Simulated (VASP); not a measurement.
# LiCuAuO2 (Cm) in VASP: reference runs

How does LiCuAuO2 come out in PBE? The cell is run as given and disturbed.

All numbers are computed with VASP 6.6.1; they aren't measurements. Logs are shortened: lines on timing, memory, paths and dates and some standing lists are left out, and cuts for length are marked.

### Step 1. The structure

It takes space group Cm (No. 8, monoclinic). Conventional cell: a = 5.670 Å, b = 3.312 Å, c = 7.567 Å, α = 90.00°, β = 105.62°, γ = 90.00°. Au (site symmetry m) is surrounded by 2 O at 1.99 to 2.17 Å. Cu (site symmetry m) is surrounded by 3 O at 1.90 Å. Around O (site symmetry m) lie 3 Cu at 1.90 Å and 1 Au at 2.17 Å. O (site symmetry m) is surrounded by 3 Li at 1.91 Å and 1 Au at 1.99 Å. Li (site symmetry m) is surrounded by 3 O at 1.91 Å.

The cell comes from a database or a generator and needn't be the stable form of this composition.

### Step 2. Single point, PBE

The input, INCAR:

```
SYSTEM = LiCuAuO2
PREC = Accurate ; ENCUT = 520
EDIFF = 1E-7 ; ISMEAR = -1
SIGMA = 0.05 ; LREAL = .False.
LASPH = .True. ; NELM = 100
ALGO = Normal ; ISIF = 2
LWAVE = .False. ; LCHARG = .True.
GGA = PE ; LELF = .True.
LVHAR = .True. ; NBANDS = 26
```

The input, KPOINTS:

```
regular mesh
0
Gamma
  9 9 4
  0 0 0
```

The input, POSCAR:

```
LiCuAuO2
1.0
    2.8351857308     -1.6558957482      0.0000000000
    2.8351857308      1.6558957482      0.0000000000
   -2.0377817712      0.0000000000      7.2875720081
Au Cu O Li
1 1 2 1
Direct
    0.9837460000      0.9837460000      0.9482990000
    0.5381130000      0.5381130000      0.6386720000
    0.8780830000      0.8780830000      0.6511660000
    0.0804940000      0.0804940000      0.2214780000
    0.4258140000      0.4258140000      0.2487190000
```

Potentials or basis: VASP PAW PBE potentials, release 64 (Au, Cu, O, Li_sv).

The run is started by

```
> cat potpaw_PBE.64/Au/POTCAR potpaw_PBE.64/Cu/POTCAR potpaw_PBE.64/O/POTCAR potpaw_PBE.64/Li_sv/POTCAR > POTCAR
> mpirun -np 1 vasp_std > vasp.out
```

OUTCAR:

```text
SYSTEM = LiCuAuO2
   PREC = Accurate
   ENCUT = 520
   EDIFF = 1E-7
   ISMEAR = -1
   LREAL = .False.
   LASPH = .True.
   NELM = 100
   ISIF = 2
   GGA = PE

 ion  position               nearest neighbor table
   1  0.984  0.984  0.948-   4 1.99   3 2.17   5 2.90   5 2.90   5 2.90   2 2.95   2 2.95   2 2.95

   2  0.538  0.538  0.639-   3 1.90   3 1.90   3 1.90   1 2.95   1 2.95   1 2.95
   3  0.878  0.878  0.651-   2 1.90   2 1.90   2 1.90   1 2.17
   4  0.080  0.080  0.221-   5 1.91   5 1.91   5 1.91   1 1.99
   5  0.426  0.426  0.249-   4 1.91   4 1.91   4 1.91   1 2.90   1 2.90   1 2.90

  LATTYP: Found a base centered monoclinic cell.
 ALAT       =     5.6703714616
 B/A-ratio  =     0.5840519477
 C/A-ratio  =     1.3345011156
 COS(beta)  =    -0.2692943376

  Lattice vectors:

 A1 = (   2.8351857308,  -1.6558957482,   0.0000000000)
 A2 = (   2.8351857308,   1.6558957482,   0.0000000000)
 A3 = (  -2.0377817712,   0.0000000000,   7.2875720081)

Analysis of symmetry for initial positions (statically):
=====================================================================
 Subroutine PRICEL returns:
 Original cell was already a primitive cell.

 Routine SETGRP: Setting up the symmetry group for a
 base centered monoclinic supercell.

 Subroutine GETGRP returns: Found  2 space group operations
 (whereof  2 operations were pure point group operations)
 out of a pool of  4 trial point group operations.

The static configuration has the point symmetry C_1h.

Analysis of symmetry for dynamics (positions and initial velocities):
=====================================================================
 Subroutine PRICEL returns:
 Original cell was already a primitive cell.

 Routine SETGRP: Setting up the symmetry group for a
 base centered monoclinic supercell.

 Subroutine GETGRP returns: Found  2 space group operations
 (whereof  2 operations were pure point group operations)
 out of a pool of  4 trial point group operations.

The dynamic configuration has the point symmetry C_1h.

 Subroutine INISYM returns: Found  2 space group operations
 (whereof  2 operations are pure point group operations),
 and found     1 'primitive' translations

----------------------------------------------------------------------------------------

                                     Primitive cell

  volume of cell :      68.4270

  direct lattice vectors                    reciprocal lattice vectors
     2.835185731 -1.655895748  0.000000000     0.176355289 -0.301951376  0.049313213
     2.835185731  1.655895748  0.000000000     0.176355289  0.301951376  0.049313213
    -2.037781771  0.000000000  7.287572008     0.000000000  0.000000000  0.137219913

  length of vectors
     3.283331975  3.283331975  7.567117042     0.353139653  0.353139653  0.137219913

  position of ions in fractional coordinates (direct lattice)
     0.983746000  0.983746000  0.948299000
     0.538113000  0.538113000  0.638672000
     0.878083000  0.878083000  0.651166000
     0.080494000  0.080494000  0.221478000
     0.425814000  0.425814000  0.248719000

  ion indices of the primitive-cell ions
   primitive index   ion index
                 1           1
                 2           2
                 3           3
                 4           4
                 5           5

----------------------------------------------------------------------------------------

 KPOINTS: regular mesh

Automatic generation of k-mesh.
 Grid dimensions read from file:
 generate k-points for:    9    9    4

 Generating k-lattice:

  Cartesian coordinates                     Fractional coordinates (reciprocal lattice)
     0.019595032 -0.033550153  0.005479246     0.111111111  0.000000000  0.000000000
     0.019595032  0.033550153  0.005479246     0.000000000  0.111111111  0.000000000
     0.000000000  0.000000000  0.034304978     0.000000000  0.000000000  0.250000000

  Length of vectors
     0.039237739  0.039237739  0.034304978

  Shift w.r.t. Gamma in fractional coordinates (k-lattice)
     0.000000000  0.000000000  0.000000000

 Subroutine IBZKPT returns following result:
 ===========================================

 Found     95 irreducible k-points:

 Following reciprocal coordinates:
            Coordinates               Weight
  0.000000  0.000000  0.000000      1.000000
  0.111111 -0.000000 -0.000000      4.000000
  0.222222 -0.000000  0.000000      4.000000
  0.333333 -0.000000 -0.000000      4.000000
  0.444444 -0.000000  0.000000      4.000000
  0.111111  0.111111 -0.000000      2.000000
[... 16 lines left out ...]
 -0.333333  0.333333  0.000000      2.000000
  0.444444  0.444444  0.000000      2.000000
 [... further k-points ...]
   k-points           NKPTS =     95   k-points in BZ     NKDIM =     95   number of bands    NBANDS=     26
   number of dos      NEDOS =    301   number of ions     NIONS =      5
   total plane-waves  NPLWV =  32256
   dimension x,y,z NGX =    24 NGY =   24 NGZ =   56
   dimension x,y,z NGXF=    48 NGYF=   48 NGZF=  112
   ions per type =               1   1   2   1
   NGX,Y,Z   is equivalent  to a cutoff of  12.15, 12.15, 12.30 a.u.
   NGXF,Y,Z  is equivalent  to a cutoff of  24.30, 24.30, 24.61 a.u.
 SYSTEM =  LiCuAuO2
   PREC   = accura    normal or accurate (medium, high low for compatibility)
   ISTART =      0    job   : 0-new  1-cont  2-samecut
   ICHARG =      2    charge: 1-file 2-atom 10-const
   ISPIN  =      1    spin polarized calculation?
   LNONCOLLINEAR =      F non collinear calculations
   LSORBIT =      F    spin-orbit coupling
   LASPH  =      T    aspherical Exc in radial PAW
   ENCUT  =  520.0 eV  38.22 Ry    6.18 a.u.   6.10  6.10 14.07*2*pi/ulx,y,z
   NELM   =    100;   NELMIN=  2; NELMDL= -5     # of ELM steps
   EDIFF  = 0.1E-06   stopping-criterion for ELM
   LREAL  =      F    real-space projection
   EDIFFG = 0.1E-05   stopping-criterion for IOM
   NSW    =      0    number of steps for IOM
   IBRION =     -1    ionic relax: 0-MD 1-quasi-New 2-CG
   NFREE  =      0    steps in history (QN), initial steepest desc. (CG)
   ISIF   =      2    stress and relaxation
   ISYM   =      2    0-nonsym 1-usesym 2-fastsym
   POTIM  = 0.5000    time-step for ionic-motion
   TEBEG  =    0.0;   TEEND  =   0.0 temperature during run
   PSTRESS=    0.0 pullay stress
   NELECT =      37.0000    total number of electrons
   NUPDOWN=      -1.0000    fix difference up-down
   EMIN   =  10.00;   EMAX   =-10.00  energy-range for DOS
   EFERMI =   0.00;   METHOD = LEGACY
   ISMEAR =    -1;   SIGMA  =   0.05  broadening in eV -4-tet -1-fermi 0-gaus
   EFERMI_NEDOS =   21; number of points for ismear=-14 and -15
   IALGO  =     38    algorithm
   IMIX   =      4    mixing-type and parameters
     AMIX     =   0.40;   BMIX     =  1.00
     AMIX_MAG =   1.60;   BMIX_MAG =  1.00
  volume/ion in A,a.u.               =      13.69        92.35
  Fermi-wavevector in a.u.,A,eV,Ry     =   1.333725  2.520375 24.202347  1.778822
  Thomas-Fermi vector in A             =   2.462561
   LORBIT       =      0    0 simple, 1 ext, 2 COOP (PROOUT), +10 PAW based schemes
   GGA     = PE    functional components
   LHFCALC =     F    Hartree Fock is set to
   AEXX    =    0.0000 exact exchange contribution
   IVDW    =     0    specifies the selected vdW correction
   LEPSILON=     F    determine dielectric tensor
   LRPA    =     F    only Hartree local field effects (RPA)
 non-spin polarized calculation
  energy-cutoff  :      520.00
  volume of cell :       68.43
 maximum number of plane-waves:      1872
   NGX = 13   NGY = 13   NGZ = 29

 number of electron      37.0000004 magnetization

 Free energy of the ion-electron system (eV)
  ---------------------------------------------------
  ext. energy  EPLUGINS =         0.00000000
  ---------------------------------------------------
  free energy    TOTEN  =       -22.10983034 eV

  energy without entropy =      -22.07824373  energy(sigma->0) =      -22.09403704

 E-fermi :   2.9418     XC(G=0): -10.1065

 val. band max:        2.9364131185   @ k =   0.2222   0.1111   0.2500
 cond. band min:       2.9433644878   @ k =  -0.1111   0.1111   0.0000
 fundamental gap:      0.0069513693
 Fermi energy:         2.9418433711

 k-point     1 :       0.0000    0.0000    0.0000
  band No.  band energies     occupation
      1     -39.7782      2.00000
      2     -16.1703      2.00000
      3     -13.3224      2.00000
      4      -3.1408      2.00000
      5      -2.7502      2.00000
      6      -2.7223      2.00000
[... 18 lines left out ...]
     25      15.9012      0.00000
     26      16.0863      0.00000

 k-point     2 :       0.1111   -0.0000   -0.0000
  band No.  band energies     occupation
      1     -39.7770      2.00000
      2     -16.1252      2.00000
      3     -13.3093      2.00000
      4      -3.0824      2.00000
      5      -2.8884      2.00000
      6      -2.6596      2.00000
[... 18 lines left out ...]
     25      14.9180      0.00000
     26      16.2035      0.00000

 k-point     3 :       0.2222   -0.0000    0.0000
  band No.  band energies     occupation
      1     -39.7740      2.00000
      2     -16.0092      2.00000
      3     -13.2756      2.00000
      4      -3.1613      2.00000
      5      -2.9573      2.00000
      6      -2.4746      2.00000
[... 18 lines left out ...]
     25      14.2564      0.00000
     26      15.2323      0.00000

 k-point     4 :       0.3333   -0.0000   -0.0000
  band No.  band energies     occupation
      1     -39.7706      2.00000
      2     -15.8742      2.00000
      3     -13.2364      2.00000
      4      -3.3878      2.00000
      5      -2.8514      2.00000
      6      -2.2398      2.00000
[... 18 lines left out ...]
     25      13.9456      0.00000
     26      14.8347      0.00000
[... 496 lines left out ...]
      1     -39.7672      2.00000
      2     -15.7428      2.00000
      3     -13.1928      2.00000
      4      -3.2039      2.00000
      5      -2.6647      2.00000
      6      -2.3734      2.00000
[... 18 lines left out ...]
     25      12.7960      0.00000
     26      13.6221      0.00000

 k-point    23 :      -0.3333    0.3333    0.0000
  band No.  band energies     occupation
      1     -39.7666      2.00000
      2     -15.7214      2.00000
      3     -13.1873      2.00000
      4      -2.9876      2.00000
      5      -2.6911      2.00000
      6      -2.5754      2.00000
[... 18 lines left out ...]
     25      12.8136      0.00000
     26      13.3608      0.00000

 k-point    24 :       0.4444    0.4444    0.0000
  band No.  band energies     occupation
      1     -39.7680      2.00000
      2     -15.7781      2.00000
      3     -13.2030      2.00000
      4      -3.4972      2.00000
      5      -2.6339      2.00000
      6      -2.1041      2.00000
[... 18 lines left out ...]
     25      13.1818      0.00000
     26      13.9045      0.00000

 [... further k-points ...]

------------------------ aborting loop because EDIFF is reached ----------------------------------------

  FORCE on cell =-STRESS in cart. coord.  units (eV):
  Direction    XX          YY          ZZ          XY          YZ          ZX
  --------------------------------------------------------------------------------------
  -------------------------------------------------------------------------------------
  Total        0.1145978      0.1951536     -0.2406704      0.0000000      0.0000000     -0.0395443
  in kB        2.6832403      4.5694065     -5.6351554      0.0000000      0.0000000     -0.9259071
  external PRESSURE =       0.5391638 kB  Pullay stress =       0.0000000 kB

 VOLUME and BASIS-vectors are now :
 -----------------------------------------------------------------------------
  energy-cutoff  :      520.00
  volume of cell :       68.43
      direct lattice vectors                 reciprocal lattice vectors
     2.835185731 -1.655895748  0.000000000     0.176355289 -0.301951376  0.049313213
     2.835185731  1.655895748  0.000000000     0.176355289  0.301951376  0.049313213
    -2.037781771  0.000000000  7.287572008     0.000000000  0.000000000  0.137219913

 POSITION                                       TOTAL-FORCE (eV/Angst)
 -----------------------------------------------------------------------------------
      3.64578      0.00000      6.91080        -0.003249      0.000000      0.071691
      1.74983      0.00000      4.65437        -0.023281      0.000000      0.058815
      3.65212      0.00000      4.74542        -0.001476      0.000000      0.151138
      0.00511      0.00000      1.61404         0.013545      0.000000     -0.241819
      1.90769      0.00000      1.81256         0.014461      0.000000     -0.039825
 -----------------------------------------------------------------------------------
    total drift:                               -0.000149     -0.000000      0.000744

  FREE ENERGIE OF THE ION-ELECTRON SYSTEM (eV)
  ---------------------------------------------------
  free  energy   TOTEN  =       -22.1098303386 eV

  energy  without entropy=      -22.0782437321  energy(sigma->0) =      -22.09403704
```

Wall time 87 s (1 thread of Intel Xeon 6975P-C (Granite Rapids), shared host); peak memory 0.31 GiB.

Results:

- Free energy: -22.1098 eV
- Largest force: 0.242 eV/Å
- Band gap on the k mesh: none (metal or under the smearing width)

Forces on the atoms (eV/Å):
```
Au  -0.003  0.000  0.072
Cu  -0.023  0.000  0.059
O   -0.001  0.000  0.151
O    0.014  0.000 -0.242
Li   0.014  0.000 -0.040
```

Caveat: the cutoff is under 1.25 times the usual one of these potentials, so pressure, stress and relaxed cells hold a basis-set (Pulay) error; an odd number of electrons without spin polarisation forces a metal; a magnetic or distorted state may lie lower; the run has no spin polarisation, though such a crystal can be magnetic; semilocal functionals often make such compounds metallic where correlation or magnetic order opens a gap, which also shifts bond lengths. With open d or f shells a metallic result of PBE can be an artefact of self-interaction; +U or a hybrid may open a gap.

[end of part 1 of 2]
